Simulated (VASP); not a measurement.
An input for Quantum ESPRESSO's pw.x (written as the equivalent of a VASP run, and not itself run):

```
&CONTROL
  calculation = 'scf'
  pseudo_dir = './pseudo'
  outdir = './out'
  tprnfor = .true.
  tstress = .true.
/
&SYSTEM
  ibrav = 0
  nat = 1
  ntyp = 1
  ecutwfc = 84
  occupations = 'smearing'
  smearing = 'methfessel-paxton'
  degauss = 0.00735
  input_dft = 'pbe'
/
&ELECTRONS
  conv_thr = 7.3e-09
  electron_maxstep = 100
/
ATOMIC_SPECIES
  V 50.941 V.upf
CELL_PARAMETERS angstrom
    -1.5276717    1.5276717    1.5276717
     1.5276717   -1.5276717    1.5276717
     1.5276717    1.5276717   -1.5276717
ATOMIC_POSITIONS crystal
  V    0.0000000  0.0000000  0.0000000
K_POINTS automatic
  17 17 17 0 0 0
```

Q: Write the VASP files for the same calculation (PBE).

A: One answer among several that fit: 
### KPOINTS
```
Automatic mesh
0
G
17 17 17
```

INCAR:
```
# general
SYSTEM  = V
PREC    = Accurate
ENCUT   = 520   # plane-wave cut-off (eV)
LREAL   = .FALSE.   # projection in real space or not
LASPH   = .TRUE.   # aspherical one-centre terms

# electronic loop
EDIFF   = 1E-7   # SCF stop (eV)
NELM    = 100
ALGO    = Normal   # blocked Davidson
LMAXMIX = 4   # l cut-off of mixed one-centre charges

# smearing
ISMEAR  = 1   # Methfessel-Paxton
SIGMA   = 0.1   # width (eV)

# functional
GGA     = PE   # PBE

# ions
ISIF    = 2   # forces and stress, cell fixed

# output
LWAVE   = .FALSE.
LCHARG  = .FALSE.
```

### POSCAR
```
V
3.0553430
 -0.5000000541   0.5000000541   0.5000000541
  0.5000000541  -0.5000000541   0.5000000541
  0.5000000541   0.5000000541  -0.5000000541
V
1
Cartesian
  0.0000000000   0.0000000000   0.0000000000
```

POTCAR, in this order: V_sv (PBE.64 set). Program: vasp_std.

What does not carry over: the potentials are each code's own (VASP's PAW set, PseudoDojo norm-conserving files in pw.x), so ENCUT and ecutwfc are chosen apart and not converted; conv_thr bounds pw.x's estimated SCF error, while EDIFF bounds the energy change between steps.

The compound is V in the bcc structure. This cell is one point of a volume scan, at 1.06 of the reference volume.
